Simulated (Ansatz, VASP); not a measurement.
## W2C5F: VASP beside Ansatz

```xyz
8
Lattice="3.5979 0.0000 0.0000 0.0000 3.5979 0.0000 0.0000 0.0000 7.8885" Properties=species:S:1:pos:R:3 pbc="T T T"
W     0.0000    0.0000    0.0000
W     1.7990    1.7990    3.9443
C     0.0000    1.7990    2.0692
C     1.7990    0.0000    5.8193
C     1.7990    0.0000    2.0692
C     0.0000    1.7990    5.8193
C     1.7990    1.7990    0.0000
F     0.0000    0.0000    3.9443
```

Change from the starting cell: species swapped into the Al5CuMo2 type (P4/mmm, No. 123).

Alike in both runs: task single point; functional PBE; k mesh 6 × 6 × 2; occupations gaussian, width 0.1 eV; no spin polarisation.

```csv
,VASP,Ansatz
version,VASP 6.6.1,Ansatz 0.2.0
potentials or method,"VASP PAW PBE potentials, release 64 (W_sv, C, F)","scalar-relativistic, plane waves, PAW"
plane-wave cutoff (eV),520,420
valence electrons in the cell,55,55
```

Ansatz gave:

```
gap on the k mesh at the Fermi level (eV) : none
rms of the force components (eV/Å)        : 0.039
```

**Question.** Estimate VASP's values.

**Answer.** gap on the k mesh at the Fermi level (eV): none; rms of the force components (eV/Å): 0.038.

Atom by atom the forces differ by 0.001 eV/Å (rms over components). A gap of «none» marks a metal or a gap that the smearing closes.

Caveats: the k mesh is coarse (spacing up to 0.40 Å⁻¹), so the values aren't converged; an odd number of electrons without spin polarisation forces a metal; a magnetic or distorted state may lie lower. The runs have no spin-orbit coupling, so splittings on W are missing.
